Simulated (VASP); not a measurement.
An input for Ansatz (written as the equivalent of a VASP run, and not itself run):

Ansatz 0.2 input:
```yaml
crystal:
  lattice:
    - [0.0000000, 3.5649485, 3.5649485]
    - [3.5649485, 0.0000000, 3.5649485]
    - [3.5649485, 3.5649485, 0.0000000]
  atoms:
    - { symbol: La, position: [0.0000000, 0.0000000, 0.0000000] }
    - { symbol: Te, position: [0.2500000, 0.2500000, 0.2500000] }
kpoints:
  mp_grid: { grid: [10, 10, 10] }
hamiltonian:
  xc: pbesol
  pseudopotentials: { kind: paw }
scf:
  occupations: { method: tetrahedron }
  max_iter: 100
output: { forces: true, stress: true, eigenvalues: true }
```

Write the VASP files for the same calculation (PBEsol).

Several could match; the one computed here: 
File KPOINTS:
```
Automatic mesh
0
Gamma
10 10 10
0 0 0
```

POSCAR:
```
LaTe
1
    0.0000000000     3.5649484822     3.5649484822
    3.5649484822     0.0000000000     3.5649484822
    3.5649484822     3.5649484822     0.0000000000
La Te
1 1
Direct
  0.0000000000   0.0000000000   0.0000000000
  0.2500000000   0.2500000000   0.2500000000
```

INCAR:
```
SYSTEM  =  LaTe
PREC  =  Accurate; ENCUT  =  400; LREAL  =  .FALSE.
LASPH  =  .TRUE.
EDIFF  =  1E-7; NELM  =  100; ALGO  =  Normal
LMAXMIX  =  6
ISMEAR  =  -5
GGA  =  PS
ISIF  =  2
LWAVE  =  .FALSE.; LCHARG  =  .TRUE.; LORBIT  =  11
NEDOS  =  601
```

POTCAR, in this order: La Te (PBE.64 set). Program: vasp_std.

The two are equivalent in intent, not identical: each code has its own PAW files, so the cut-off isn't converted (ENCUT is set for VASP's; basis.ecutwfc is left out, and Ansatz then takes the one that its files recommend); Ansatz stops its SCF on the density residual and VASP on the energy change (EDIFF).

The structure was generated: LaTe was put into the zinc blende type (F-43m), which need not be its known phase. It was relaxed first, which changed the volume by -28 %.
